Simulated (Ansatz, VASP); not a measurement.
**One calculation of MgGaC4N4, two programs**

```xyz
10
Lattice="5.9294 0.0000 0.0000 0.0000 5.9294 0.0000 0.0000 0.0000 5.9294" Properties=species:S:1:pos:R:3 pbc="T T T"
Mg    0.0000    0.0000    0.0000
Ga    2.9647    2.9647    2.9647
C     1.1432    1.1432    1.1432
C     1.1432    4.7862    4.7862
C     4.7862    1.1432    4.7862
C     4.7862    4.7862    1.1432
N     1.8187    1.8187    1.8187
N     1.8187    4.1107    4.1107
N     4.1107    1.8187    4.1107
N     4.1107    4.1107    1.8187
```

Alike in both runs: task single point; functional PBE; k mesh 4 × 4 × 4; occupations gaussian, width 0.1 eV; no spin polarisation.

```csv
,VASP,Ansatz
version,VASP 6.6.1,Ansatz 0.2.0
potentials or method,"VASP PAW PBE potentials, release 64 (Mg, Ga_d, C, N)","scalar-relativistic, plane waves, PAW"
plane-wave cutoff (eV),520,420
valence electrons in the cell,51,59
```

|  | VASP | Ansatz | Ansatz less VASP |
| --- | --- | --- | --- |
| gap on the k mesh at the Fermi level (eV) | none | none | - |
| pressure (GPa) | 2.9 | 2.5 | -0.38 |
| rms of the force components (eV/Å) | 1.028 | 0.954 | -0.0736 |

Atom by atom the forces differ by 0.190 eV/Å (rms over components). A gap of «none» marks a metal or a gap that the smearing closes. With one functional, cell and mesh, what is left measures potentials, basis and numerics. The two sets of potentials don't hold the same shells in valence.

Caveats: the standard files for N, O and F lose accuracy on very short bonds; forces of over 1 eV/Å show positions far from the minimum, so gaps and moduli don't describe the material at rest.
